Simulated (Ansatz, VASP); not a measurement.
## One calculation of ZnPb2N2, two programs

Contents of INCAR:

```
SYSTEM = ZnPb2N2
PREC = Accurate
ENCUT = 520
EDIFF = 1E-7
ISMEAR = 0
SIGMA = 0.1
LREAL = .False.
LASPH = .True.
NELM = 100
ALGO = Normal
ISIF = 2
LWAVE = .False.
LCHARG = .False.
GGA = PS
NBANDS = 33
```

Contents of KPOINTS:

```
Automatic mesh
0
Gamma
  6 6 2
  0 0 0
```

File POSCAR:

```
ZnPb2N2
1.0
    3.6736464919      0.0000000000      0.0000000000
   -1.8368232460      3.1814711865      0.0000000000
    0.0000000000      0.0000000000      9.2671568129
Zn Pb N
1 2 2
Direct
    0.0000000000      0.0000000000      0.5000000000
    0.6666666700      0.3333333300      0.1869330000
    0.3333333300      0.6666666700      0.8130670000
    0.0000000000      0.0000000000      0.6983190000
    0.0000000000      0.0000000000      0.3016810000
```

Input for Ansatz:

```yaml
crystal:
  lattice:
    - [3.6736464919, 0.0, 0.0]
    - [-1.836823246, 3.1814711865, 0.0]
    - [0.0, 0.0, 9.2671568129]
  atoms:
    - { symbol: Zn, position: [0.0, 0.0, 0.5] }
    - { symbol: Pb, position: [0.66666667, 0.33333333, 0.186933] }
    - { symbol: Pb, position: [0.33333333, 0.66666667, 0.813067] }
    - { symbol: "N", position: [0.0, 0.0, 0.698319] }
    - { symbol: "N", position: [0.0, 0.0, 0.301681] }
basis:
  ecutwfc: 420
kpoints:
  mp_grid: { grid: [6, 6, 2] }
hamiltonian:
  xc: pbesol
scf:
  occupations: { method: gaussian, width: 0.1 }
output:
  forces: true
  stress: true
  eigenvalues: true
```

The cell comes from a database or a generator and needn't be the stable form of this composition.

Alike in both runs: task single point; functional PBEsol; k mesh 6 × 6 × 2; occupations gaussian, width 0.1 eV; no spin polarisation.

|  | VASP | Ansatz |
| --- | --- | --- |
| version | VASP 6.6.1 | Ansatz 0.2.0 |
| potentials or method | VASP PAW PBE potentials, release 64 (Zn, Pb_d, N) | scalar-relativistic, plane waves, PAW |
| plane-wave cutoff (eV) | 520 | 420 |
| valence electrons in the cell | 50 | 50 |

Ansatz gave:

```
gap on the k mesh at the Fermi level (eV)       : 0.63
least direct gap on the mesh (eV)               : 1.33
pressure (GPa)                                  : -3.6
largest component of the traceless stress (GPa) : 0.96
rms of the force components (eV/Å)              : 0.110
```

Question: What did VASP give for the same quantities?

Answer: gap on the k mesh at the Fermi level (eV): 0.61; least direct gap on the mesh (eV): 1.32; pressure (GPa): -3.4; largest component of the traceless stress (GPa): 0.57; rms of the force components (eV/Å): 0.088.

Atom by atom the forces differ by 0.032 eV/Å (rms over components).

Caveats: the PAW data sets were made with another functional, which shifts forces and pressure a little (VASP); spin-orbit coupling is left out, which as a rule narrows the gap of such compounds by several tenths of an eV. A k mesh can miss the band edges.
